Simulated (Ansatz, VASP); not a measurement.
# Cross-check of Cs3In between VASP and Ansatz

One calculation is typed for both programs; each brings its own data sets. How far apart do they land? The cell is generated by rule, not measured, and may not be a known phase. The cell is taken from a series of runs on this material, whose earlier steps may have relaxed, scaled, displaced or heated it; both programs get it as it stands.

Main program and level: Ansatz 0.2.0; plane waves, with VASP 6.6.1 beside it; zone-centre phonons at PBEsol.

The structure was built from a prototype and need not be the compound's stable phase.

**1. Set-up**

It takes space group Fm-3m (No. 225, cubic). Conventional cell: a = 9.615 Å, b = 9.615 Å, c = 9.615 Å, α = 90.00°, β = 90.00°, γ = 90.00°. Nearest to Cs lie 4 Cs at 4.16 Å and 4 In at 4.16 Å. Nearest to Cs lie 8 Cs at 4.16 Å. In has 8 Cs at 4.16 Å nearest. Farther neighbours are not listed.

**2. VASP: zone-centre phonons, PBEsol**

Second derivatives magnify differences that forces hide, and they need a tight electronic threshold.

Lines of VASP's logs that name or quote its potential files are left out, and so is its time.

INCAR reads:

```
SYSTEM = Cs3In
PREC = Accurate
ENCUT = 500
EDIFF = 1E-08
NELM = 120
ISMEAR = 1
SIGMA = 0.2
LREAL = .FALSE.
ALGO = Normal
GGA = PS
NBANDS = 26
LORBIT = 11
LWAVE = .FALSE.
LCHARG = .FALSE.
ISIF = 2
IBRION = 8
LASPH = .TRUE.
GGA_COMPAT = .FALSE.
KPAR = 2
```

POSCAR reads:

```
Cs3In
1.0
    0.0000000000      4.8073841754      4.8073841754
    4.8073841754      0.0000000000      4.8073841754
    4.8073841754      4.8073841754      0.0000000000
Cs In
3 1
Direct
    0.2500000000      0.2500000000      0.2500000000
    0.7500000000      0.7500000000      0.7500000000
    0.5000000000      0.5000000000      0.5000000000
    0.0000000000      0.0000000000      0.0000000000
```

KPOINTS reads:

```
Automatic mesh
0
Gamma
8 8 8
0 0 0
```

The projector-augmented-wave data sets are Cs_sv and In_d (PBE family, release 64).

Started as:

```
> mpirun -np 2 vasp_std
```

Numbers of over 12 decimals in the logs are rounded to 6 here.

The log of the run:

```text
[banner, memory and clock lines left out]
running    2 mpi-ranks, on    1 nodes
 distrk:  each k-point on    1 cores,    2 groups
 distr:  one band on    1 cores,    1 groups

 POSCAR found type information on POSCAR CsIn
 POSCAR found :  2 types and       4 ions
|                                                                             |
|               ----> ADVICE to this user running VASP <----                  |
|                                                                             |
|     You enforced a specific xc type in the INCAR file but a different       |
|     [... a line on the potential file left out ...]
|     I HOPE YOU KNOW WHAT YOU ARE DOING!                                     |
|                                                                             |

 LDA part: xc-table for (Slater+PW92), standard interpolation
 POSCAR, INCAR and KPOINTS ok, starting setup
 FFT: planning ... GRIDC
 FFT: planning ... GRID_SOFT
 FFT: planning ... GRID
 WAVECAR not read
 entering main loop
       N       E                     dE             d eps       ncg     rms          rms(c)
DAV:   1     0.342769710870E+03    0.34277E+03   -0.15762E+04  1508   0.128E+03
DAV:   2     0.365246322780E+02   -0.30625E+03   -0.29881E+03  1858   0.292E+02
DAV:   3    -0.399805621696E+01   -0.40523E+02   -0.40316E+02  1660   0.113E+02
DAV:   4    -0.566573690835E+01   -0.16677E+01   -0.16579E+01  2086   0.295E+01
DAV:   5    -0.571474522147E+01   -0.49008E-01   -0.48961E-01  1994   0.416E+00    0.183E+00
DAV:   6    -0.545926147508E+01    0.25548E+00   -0.45554E-01  1806   0.252E+00    0.900E-01
DAV:   7    -0.538607989304E+01    0.73182E-01   -0.41886E-01  1762   0.260E+00    0.409E-01
DAV:   8    -0.538826618696E+01   -0.21863E-02   -0.26212E-02  1962   0.760E-01    0.107E-01
DAV:   9    -0.538789757166E+01    0.36862E-03   -0.38958E-03  1936   0.238E-01    0.343E-02
DAV:  10    -0.538788921246E+01    0.83592E-05   -0.27758E-04  1936   0.114E-01    0.331E-02
DAV:  11    -0.538789907332E+01   -0.98609E-05   -0.54977E-05  1770   0.265E-02    0.177E-02
DAV:  12    -0.538789540783E+01    0.36655E-05   -0.15798E-05  1852   0.159E-02    0.305E-03
DAV:  13    -0.538789501672E+01    0.39111E-06   -0.40101E-06  1972   0.630E-03    0.771E-04
DAV:  14    -0.538789508688E+01   -0.70164E-07   -0.18150E-07  1788   0.181E-03    0.432E-04
DAV:  15    -0.538789509872E+01   -0.11838E-07   -0.55717E-09  1440   0.594E-04    0.179E-04
DAV:  16    -0.538789511045E+01   -0.11732E-07   -0.14646E-08  1240   0.472E-04    0.304E-05
DAV:  17    -0.538789510871E+01    0.17449E-08   -0.15040E-09  1010   0.321E-04
   1 F= -.53878951E+01 E0= -.53794320E+01  d E =-.253892E-01
 Linear response reoptimize wavefunctions to high precision
DAV:   1    -0.538789510651E+01    0.21946E-08   -0.34684E-10   974   0.159E-04
DAV:   2    -0.538789510653E+01   -0.14552E-10   -0.13616E-10   974   0.105E-04
 Linear response DOF=           3
 Linear response progress:
  Degree of freedom:   1/  3
       N       E                     dE             d eps       ncg     rms          rms(c)
RMM:   1    -0.193909481887E+00   -0.19391E+00    0.11868E-01  9314   0.146E+00
RMM:   2    -0.194763385271E+00   -0.85390E-03   -0.59495E-03  7735   0.448E-01    0.286E-02
RMM:   3    -0.194924489577E+00   -0.16110E-03   -0.23707E-03  9094   0.206E-01    0.132E-02
RMM:   4    -0.195020754015E+00   -0.96264E-04   -0.15930E-04  8736   0.656E-02    0.981E-03
RMM:   5    -0.195074942946E+00   -0.54189E-04   -0.39098E-05  9190   0.256E-02    0.462E-03
RMM:   6    -0.195100267338E+00   -0.25324E-04   -0.59966E-06  8730   0.104E-02    0.140E-03
RMM:   7    -0.195092338923E+00    0.79284E-05   -0.89116E-07  9322   0.418E-03    0.557E-04
RMM:   8    -0.195086936271E+00    0.54027E-05   -0.19899E-07  9218   0.180E-03    0.116E-04
RMM:   9    -0.195087044718E+00   -0.10845E-06   -0.57939E-08  9602   0.716E-04    0.737E-05
RMM:  10    -0.195088064622E+00   -0.10199E-05   -0.34472E-08  9562   0.334E-04    0.388E-05
RMM:  11    -0.195088121179E+00   -0.56558E-07   -0.22451E-08  9760   0.200E-04    0.107E-05
RMM:  12    -0.195088043931E+00    0.77249E-07   -0.25645E-08  9887   0.149E-04    0.652E-06
RMM:  13    -0.195088120002E+00   -0.76071E-07   -0.20949E-08  9750   0.132E-04    0.218E-06
RMM:  14    -0.195088133267E+00   -0.13265E-07   -0.22559E-08  9396   0.126E-04    0.111E-06
RMM:  15    -0.195088119309E+00    0.13958E-07   -0.21685E-08  9187   0.123E-04    0.393E-07
RMM:  16    -0.195088118647E+00    0.66194E-09   -0.23838E-08  9148   0.123E-04    0.148E-07
 first order change of Fermi-energy   0.12041E-04
 force on displaced ion       1 direction 1 :  -0.838  -0.000  -0.000
 Linear response progress:
  Degree of freedom:   2/  3
       N       E                     dE             d eps       ncg     rms          rms(c)
RMM:   1    -0.193150823636E+00   -0.19315E+00    0.13672E-01  5283   0.123E+00
RMM:   2    -0.195333367200E+00   -0.21825E-02   -0.42234E-03  5261   0.255E-01    0.208E-02
RMM:   3    -0.195474331707E+00   -0.14096E-03   -0.91084E-04  5551   0.926E-02    0.617E-03
RMM:   4    -0.195510739473E+00   -0.36408E-04   -0.51105E-05  5523   0.247E-02    0.457E-03
RMM:   5    -0.195534847989E+00   -0.24109E-04   -0.13134E-05  5482   0.132E-02    0.129E-03
RMM:   6    -0.195524489704E+00    0.10358E-04   -0.21432E-06  5606   0.460E-03    0.939E-04
RMM:   7    -0.195511351239E+00    0.13138E-04   -0.31674E-07  5708   0.212E-03    0.188E-04
RMM:   8    -0.195514069738E+00   -0.27185E-05   -0.43857E-08  5752   0.750E-04    0.109E-04
RMM:   9    -0.195513972857E+00    0.96881E-07    0.81191E-09  5869   0.341E-04    0.542E-05
RMM:  10    -0.195513987287E+00   -0.14430E-07    0.23091E-08  5843   0.200E-04    0.138E-05
RMM:  11    -0.195513845295E+00    0.14199E-06    0.18766E-08  5884   0.143E-04    0.879E-06
RMM:  12    -0.195513816153E+00    0.29142E-07    0.19886E-08  5836   0.119E-04    0.415E-06
RMM:  13    -0.195513803092E+00    0.13060E-07    0.15930E-08  5850   0.113E-04    0.113E-06
RMM:  14    -0.195513815285E+00   -0.12192E-07    0.19797E-08  5297   0.110E-04    0.985E-07
RMM:  15    -0.195513805425E+00    0.98600E-08    0.15433E-08  5305   0.109E-04    0.393E-07
 first order change of Fermi-energy  -0.53436E-04
 force on displaced ion       3 direction 1 :  -0.718   0.000   0.000
 Linear response progress:
  Degree of freedom:   3/  3
       N       E                     dE             d eps       ncg     rms          rms(c)
RMM:   1    -0.239227089558E+00   -0.23923E+00   -0.17898E-01  4913   0.249E+00
RMM:   2    -0.241532112232E+00   -0.23050E-02   -0.90726E-03  4755   0.365E-01    0.287E-02
RMM:   3    -0.241547106315E+00   -0.14994E-04   -0.64788E-04  5435   0.871E-02    0.171E-02
RMM:   4    -0.241505644747E+00    0.41462E-04   -0.76087E-05  5677   0.340E-02    0.111E-02
RMM:   5    -0.241491135791E+00    0.14509E-04   -0.14350E-05  5612   0.161E-02    0.244E-03
RMM:   6    -0.241476161299E+00    0.14974E-04   -0.17674E-06  5672   0.508E-03    0.150E-03
RMM:   7    -0.241460550283E+00    0.15611E-04   -0.32912E-07  5499   0.216E-03    0.334E-04
RMM:   8    -0.241458900444E+00    0.16498E-05   -0.74048E-08  5553   0.834E-04    0.280E-04
RMM:   9    -0.241456969177E+00    0.19313E-05    0.38996E-07  5665   0.498E-04    0.123E-04
RMM:  10    -0.241457608384E+00   -0.63921E-06    0.57951E-07  5712   0.264E-04    0.107E-04
RMM:  11    -0.241457391611E+00    0.21677E-06    0.45228E-07  5589   0.159E-04    0.299E-05
RMM:  12    -0.241457452932E+00   -0.61321E-07    0.25080E-07  5773   0.119E-04    0.484E-05
RMM:  13    -0.241457404383E+00    0.48549E-07    0.26103E-07  5858   0.813E-05    0.289E-05
RMM:  14    -0.241457388242E+00    0.16142E-07    0.71126E-08  5983   0.672E-05    0.125E-05
RMM:  15    -0.241457380591E+00    0.76511E-08    0.75942E-08  6065   0.623E-05    0.567E-06
 first order change of Fermi-energy  -0.25663E-03
 force on displaced ion       4 direction 1 :  -0.550   0.000   0.000
 Linear response finished
```

OUTCAR, selected parts (step 2):

```text
ion  position               nearest neighbor table
   1  0.250  0.250  0.250-
   2  0.750  0.750  0.750-
   3  0.500  0.500  0.500-
   4  0.000  0.000  0.000-

  LATTYP: Found a face centered cubic cell.
 ALAT       =     9.6147683508

 Subroutine GETGRP returns: Found 48 space group operations
 (whereof 48 operations were pure point group operations)

The static configuration has the point symmetry O_h .

 Found     29 irreducible k-points:

   k-points           NKPTS =     29   k-points in BZ     NKDIM =     29   number of bands    NBANDS=     26

   dimension x,y,z NGX =    50 NGY =   50 NGZ =   50
   dimension x,y,z NGXF=   100 NGYF=  100 NGZF=  100

   ENCUT  =  500.0 eV  36.75 Ry    6.06 a.u.  12.40 12.40 12.40*2*pi/ulx,y,z

   NELECT =      40.0000    total number of electrons

 k-points in reciprocal lattice and weights: Automatic mesh
   0.00000000  0.00000000  0.00000000       0.002
   0.12500000  0.00000000  0.00000000       0.016
   0.25000000  0.00000000  0.00000000       0.016
   0.37500000  0.00000000  0.00000000       0.016
   0.50000000  0.00000000  0.00000000       0.008
   0.12500000  0.12500000  0.00000000       0.012
   0.25000000  0.12500000  0.00000000       0.047
   0.37500000  0.12500000  0.00000000       0.047
   0.50000000  0.12500000  0.00000000       0.047
[...]
-0.37500000  0.50000000  0.12500000       0.023
  -0.25000000  0.50000000  0.25000000       0.012

 average (electrostatic) potential at core
       1 -50.2539       2 -50.2539       3 -50.8306       4 -98.5036

  Total        0.0058042      0.0058042      0.0058042      0.0000000     -0.0000000      0.0000000
  in kB        0.0418503      0.0418503      0.0418503      0.0000000     -0.0000000      0.0000000
  external PRESSURE =       0.0418503 kB  Pullay stress =       0.0000000 kB

  energy-cutoff  :      500.00
  volume of cell :      222.21
      direct lattice vectors                 reciprocal lattice vectors
     0.000000000  4.807384175  4.807384175    -0.104006666  0.104006666  0.104006666
     4.807384175  0.000000000  4.807384175     0.104006666 -0.104006666  0.104006666
     4.807384175  4.807384175  0.000000000     0.104006666  0.104006666 -0.104006666

 POSITION                                       TOTAL-FORCE (eV/Angst)
 -----------------------------------------------------------------------------------
      2.40369      2.40369      2.40369         0.000000      0.000000     -0.000000
      7.21108      7.21108      7.21108         0.000000      0.000000     -0.000000
      4.80738      4.80738      4.80738        -0.000000     -0.000000      0.000000
      0.00000      0.00000      0.00000        -0.000000     -0.000000      0.000000
 -----------------------------------------------------------------------------------
    total drift:                               -0.000000     -0.000000     -0.000000

 Eigenvectors and eigenvalues of the dynamical matrix
 ----------------------------------------------------

   1 f  =    1.601206 THz    10.060672 2PiTHz   53.410470 cm-1     6.622051 meV
             X         Y         Z           dx          dy          dz
      2.403692  2.403692  2.403692     0.195863    0.444211    0.000000
      7.211076  7.211076  7.211076     0.195863    0.444211   -0.000000
      4.807384  4.807384  4.807384    -0.237808   -0.539341    0.000000
      0.000000  0.000000  0.000000    -0.171732   -0.389483    0.000000

   2 f  =    1.601206 THz    10.060672 2PiTHz   53.410470 cm-1     6.622051 meV
             X         Y         Z           dx          dy          dz
      2.403692  2.403692  2.403692    -0.444211    0.195863   -0.000000
      7.211076  7.211076  7.211076    -0.444211    0.195863    0.000000
      4.807384  4.807384  4.807384     0.539341   -0.237808    0.000000
      0.000000  0.000000  0.000000     0.389483   -0.171732    0.000000

   3 f  =    1.601206 THz    10.060672 2PiTHz   53.410470 cm-1     6.622051 meV
             X         Y         Z           dx          dy          dz
      2.403692  2.403692  2.403692    -0.000000    0.000000   -0.485474
      7.211076  7.211076  7.211076    -0.000000    0.000000   -0.485474
      4.807384  4.807384  4.807384     0.000000    0.000000    0.589441
      0.000000  0.000000  0.000000     0.000000    0.000000    0.425663

   4 f  =    1.368845 THz     8.600709 2PiTHz   45.659766 cm-1     5.661087 meV
             X         Y         Z           dx          dy          dz
      2.403692  2.403692  2.403692     0.424822    0.122300   -0.551877
      7.211076  7.211076  7.211076    -0.424822   -0.122300    0.551877
      4.807384  4.807384  4.807384     0.000000    0.000000    0.000000
      0.000000  0.000000  0.000000     0.000000   -0.000000    0.000000

   5 f  =    1.368845 THz     8.600709 2PiTHz   45.659766 cm-1     5.661087 meV
             X         Y         Z           dx          dy          dz
      2.403692  2.403692  2.403692     0.168572    0.631535    0.269716
      7.211076  7.211076  7.211076    -0.168572   -0.631535   -0.269716
      4.807384  4.807384  4.807384     0.000000   -0.000000   -0.000000
      0.000000  0.000000  0.000000    -0.000000    0.000000    0.000000

   6 f  =    1.368845 THz     8.600709 2PiTHz   45.659766 cm-1     5.661087 meV
             X         Y         Z           dx          dy          dz
      2.403692  2.403692  2.403692    -0.539545    0.293608   -0.350264
      7.211076  7.211076  7.211076     0.539545   -0.293608    0.350264
      4.807384  4.807384  4.807384    -0.000000    0.000000   -0.000000
      0.000000  0.000000  0.000000    -0.000000    0.000000    0.000000

   7 f  =    1.066720 THz     6.702402 2PiTHz   35.581965 cm-1     4.411599 meV
             X         Y         Z           dx          dy          dz
      2.403692  2.403692  2.403692     0.000000    0.000000    0.027850
      7.211076  7.211076  7.211076     0.000000    0.000000    0.027850
      4.807384  4.807384  4.807384     0.000000    0.000000    0.614742
      0.000000  0.000000  0.000000     0.000000    0.000000   -0.787745

   8 f  =    1.066720 THz     6.702402 2PiTHz   35.581965 cm-1     4.411599 meV
             X         Y         Z           dx          dy          dz
      2.403692  2.403692  2.403692    -0.010672   -0.025724    0.000000
      7.211076  7.211076  7.211076    -0.010672   -0.025724    0.000000
      4.807384  4.807384  4.807384    -0.235567   -0.567817   -0.000000
      0.000000  0.000000  0.000000     0.301861    0.727614    0.000000

   9 f  =    1.066720 THz     6.702402 2PiTHz   35.581965 cm-1     4.411599 meV
             X         Y         Z           dx          dy          dz
      2.403692  2.403692  2.403692     0.025724   -0.010672    0.000000
      7.211076  7.211076  7.211076     0.025724   -0.010672    0.000000
      4.807384  4.807384  4.807384     0.567817   -0.235567   -0.000000
      0.000000  0.000000  0.000000    -0.727614    0.301861    0.000000

  10 f/i=    0.035460 THz     0.222801 2PiTHz    1.182816 cm-1     0.146650 meV
             X         Y         Z           dx          dy          dz
      2.403692  2.403692  2.403692     0.000000   -0.000000    0.513361
      7.211076  7.211076  7.211076     0.000000   -0.000000    0.513361
      4.807384  4.807384  4.807384     0.000000    0.000000    0.524072
      0.000000  0.000000  0.000000     0.000000    0.000000    0.445275

  11 f/i=    0.035460 THz     0.222801 2PiTHz    1.182816 cm-1     0.146650 meV
             X         Y         Z           dx          dy          dz
      2.403692  2.403692  2.403692     0.424455   -0.288751   -0.000000
      7.211076  7.211076  7.211076     0.424455   -0.288751   -0.000000
      4.807384  4.807384  4.807384     0.433312   -0.294776   -0.000000
      0.000000  0.000000  0.000000     0.368161   -0.250454    0.000000

  12 f/i=    0.035460 THz     0.222801 2PiTHz    1.182816 cm-1     0.146650 meV
             X         Y         Z           dx          dy          dz
      2.403692  2.403692  2.403692     0.288751    0.424455    0.000000
      7.211076  7.211076  7.211076     0.288751    0.424455    0.000000
      4.807384  4.807384  4.807384     0.294776    0.433312    0.000000
      0.000000  0.000000  0.000000     0.250454    0.368161    0.000000

 ELASTIC MODULI CONTR FROM IONIC RELAXATION (kBar)
 Direction    XX          YY          ZZ          XY          YZ          ZX
 --------------------------------------------------------------------------------
 XX          -0.0000      0.0000      0.0000      0.0000     -0.0000      0.0000
 YY           0.0000     -0.0000      0.0000      0.0000      0.0000     -0.0000
 ZZ           0.0000      0.0000     -0.0000     -0.0000      0.0000      0.0000
 XY           0.0000      0.0000     -0.0000    -19.8473      0.0000     -0.0000
 YZ          -0.0000      0.0000      0.0000      0.0000    -19.8473     -0.0000
 ZX           0.0000     -0.0000      0.0000     -0.0000     -0.0000    -19.8473
 --------------------------------------------------------------------------------
```

(Part 1 of 2 ends here.)

[Lines on the potential files, build, host, timing and source positions are cut from VASP's logs without a mark.]

[Logs are printed without paths, hosts, clocks, repeated set-up lines and the standing remarks that a program may print on its own settings, such as how far it seeks lower states.]

[Hosts, paths, dates, database ids (printed as entryN), source tags and the programs' standing remarks are cut or masked in the printed files.]
